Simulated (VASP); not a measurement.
A VASP calculation is set up with these files.

**INCAR**
```
LREAL = .False.   ! projection in real space or not
LMAXMIX = 4   ! l cut-off of mixed one-centre charges
EDIFF = 1E-8   ! SCF stop (eV)
IBRION = 1   ! quasi-Newton
SIGMA = 0.05   ! width (eV)
LWAVE = .False.
NELM = 100   ! most electronic steps
ALGO = Normal   ! blocked Davidson
ENCUT = 400   ! plane-wave cut-off (eV)
LASPH = .True.   ! aspherical one-centre terms
SYSTEM = PbSe
PREC = Accurate
EDIFFG = -0.001   ! ionic stop
NSW = 30   ! most ionic steps
ISIF = 2
ISMEAR = 0   ! Gaussian
LCHARG = .False.
```

**KPOINTS**
```
kpoints
0
Gamma
7 7 7
```

POSCAR:
```
PbSe
1
    0.0000000000     3.0214709618     3.0214709618
    3.0214709618     0.0000000000     3.0214709618
    3.0214709618     3.0214709618     0.0000000000
Pb Se
1 1
Direct
  0.0000000000   0.0000000000   0.0000000000
  0.5000000000   0.5000000000   0.5000000000
```

POTCAR, in this order: Pb_d Se (LDA.64 set). Program: vasp_std.

**Question.** Translate this LDA calculation to Quantum ESPRESSO's pw.x.

**Answer.** One equivalent input (not run):
```
&CONTROL
  calculation = 'relax'
  pseudo_dir = './pseudo'
  outdir = './out'
  tprnfor = .true.
  tstress = .true.
  nstep = 30
  forc_conv_thr = 3.9e-05
/
&SYSTEM
  ibrav = 0
  nat = 2
  ntyp = 2
  ecutwfc = 86
  occupations = 'smearing'
  smearing = 'gaussian'
  degauss = 0.003675
  input_dft = 'pz'
/
&ELECTRONS
  conv_thr = 7.3e-10
  electron_maxstep = 100
/
&IONS
/
ATOMIC_SPECIES
  Pb 207.200 Pb.upf
  Se 78.971 Se.upf
CELL_PARAMETERS angstrom
     0.0000000    3.0214710    3.0214710
     3.0214710    0.0000000    3.0214710
     3.0214710    3.0214710    0.0000000
ATOMIC_POSITIONS crystal
  Pb   0.0000000  0.0000000  0.0000000
  Se   0.5000000  0.5000000  0.5000000
K_POINTS automatic
  7 7 7 0 0 0
```
The two are equivalent in intent, not identical: the potentials are each code's own (VASP's PAW set, PseudoDojo norm-conserving files in pw.x), so ENCUT and ecutwfc are chosen apart and not converted; conv_thr bounds pw.x's estimated SCF error, while EDIFF bounds the energy change between steps; forc_conv_thr acts on force components and is met together with etot_conv_thr.

The compound is PbSe in the rock salt structure. It was relaxed first. The start is the result of an earlier pass.
